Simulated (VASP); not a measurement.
Given:

```
PbSe
1.0
    0.00000     3.20338     3.20338
    3.20338     0.00000     3.20338
    3.20338     3.20338     0.00000
Pb Se
1 1
Direct
  0.00000   0.00000   0.00000
  0.50000   0.50000   0.50000
```

All values below come from vdW-DF2, VASP's PBE PAW potentials (set 64) (plane waves; VASP). Run with 520 eV cut-off, Gaussian smearing of 0.050 eV, potentials Pb_d Se.

Unless said otherwise, spin-orbit coupling is left out, though it shifts the bands of the heavy elements here.

Q: Give the energies of bands 7 to 13 at the high-symmetry points, in eV from the valence-band maximum.

A: 
| band | Γ | X | U | L | W |
|---|---|---|---|---|---|
| 7 | -6.62 | -7.28 | -7.66 | -8.17 | -7.66 |
| 8 | -1.20 | -3.77 | -3.42 | -0.86 | -3.13 |
| 9 | -1.20 | -2.32 | -1.89 | -0.86 | -3.13 |
| 10 | -1.20 | -2.32 | -1.75 | 0.00 | -0.44 |
| 11 | 4.28 | 4.55 | 3.31 | 0.66 | 1.97 |
| 12 | 4.28 | 5.00 | 3.78 | 1.95 | 4.81 |
| 13 | 4.28 | 5.00 | 5.04 | 1.95 | 4.81 |

The gap is direct, 0.66 eV, from the valence maximum at L to the conduction minimum at L.

The compound is PbSe in the rock salt structure. It was relaxed first, which changed the volume by +15 %.
